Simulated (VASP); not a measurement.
Given:

```yaml
crystal:
  lattice:
    - [0.00000, 3.31666, 3.31666]
    - [3.31666, 0.00000, 3.31666]
    - [3.31666, 3.31666, 0.00000]
  atoms:
    - { symbol: In, position: [0.00000, 0.00000, 0.00000] }
    - { symbol: Sb, position: [0.25000, 0.25000, 0.25000] }
```

The numbers are results of PBE GGA, VASP's PBE PAW potentials (set 64) (plane waves; VASP), not measurements. Run with 520 eV cut-off, Gaussian smearing of 0.050 eV, potentials In_d Sb.

Unless said otherwise, spin-orbit coupling is left out, though it shifts the bands of the heavy elements here.

### Question
Estimate the band gap (along the path) with the smallest direct gap where there is one.

### Answer

```yaml
band gap (along the path): none (metal, semimetal or under 0.01 eV)
```

Total energies compare only between runs with the same potentials, cut-off and functional.

The compound is InSb in the zinc blende structure. It was relaxed first, which changed the volume by +7 %.
